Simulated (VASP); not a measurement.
An input for Quantum ESPRESSO's pw.x (written as the equivalent of a VASP run, and not itself run):

```
&CONTROL
  calculation = 'scf'
  pseudo_dir = './pseudo'
  outdir = './out'
  tprnfor = .true.
  tstress = .false.
/
&SYSTEM
  ibrav = 0
  nat = 2
  ntyp = 2
  ecutwfc = 84
  occupations = 'smearing'
  smearing = 'gaussian'
  degauss = 0.003675
  input_dft = 'hse'
  nqx1 = 8
  nqx2 = 8
  nqx3 = 8
  screening_parameter = 0.1058
/
&ELECTRONS
  conv_thr = 7.3e-08
  electron_maxstep = 60
/
ATOMIC_SPECIES
  B 10.810 B.upf
  As 74.922 As.upf
CELL_PARAMETERS angstrom
     0.0000000    2.3838904    2.3838904
     2.3838904    0.0000000    2.3838904
     2.3838904    2.3838904    0.0000000
ATOMIC_POSITIONS crystal
  B    0.0000000  0.0000000  0.0000000
  As   0.2500000  0.2500000  0.2500000
K_POINTS automatic
  8 8 8 0 0 0
```

Write the VASP files for the same calculation (HSE06).

This is not unique; one that fits is 
### KPOINTS
```
K-points
0
Gamma
 8 8 8
0 0 0
```

### POSCAR
```
BAs
2.383890
  0.0000000000   1.0000001749   1.0000001749
  1.0000001749   0.0000000000   1.0000001749
  1.0000001749   1.0000001749   0.0000000000
B As
1 1
Direct
  0.0000000000   0.0000000000   0.0000000000
  0.2500000000   0.2500000000   0.2500000000
```

### INCAR
```
! general
SYSTEM  =BAs
PREC    =Accurate
ENCUT   =520   ! plane-wave cut-off (eV)
LREAL   =.FALSE.   ! projection in real space or not
LASPH   =.TRUE.   ! aspherical one-centre terms
ISYM    =3

! electronic loop
EDIFF   =1E-6
NELM    =60
ALGO    =Normal   ! blocked Davidson
LMAXMIX =4   ! l cut-off of mixed one-centre charges

! smearing
ISMEAR  =0   ! Gaussian
SIGMA   =0.05

! functional
GGA     =PE   ! PBE
LHFCALC =.TRUE.
AEXX    =0.25
HFSCREEN=0.2   ! 1/Angstrom
PRECFOCK=Fast

! ions
ISIF    =2

! output
LWAVE   =.FALSE.
LCHARG  =.FALSE.
```

POTCAR, in this order: B As (PBE.64 set). Program: vasp_std. Read from the step before: WAVECAR.

Limits of the translation: the potentials are each code's own (VASP's PAW set, PseudoDojo norm-conserving files in pw.x), so ENCUT and ecutwfc are chosen apart and not converted; conv_thr bounds pw.x's estimated SCF error, while EDIFF bounds the energy change between steps.

The compound is BAs in the zinc blende structure. This cell is one point of a volume scan, at 0.97 of the reference volume.
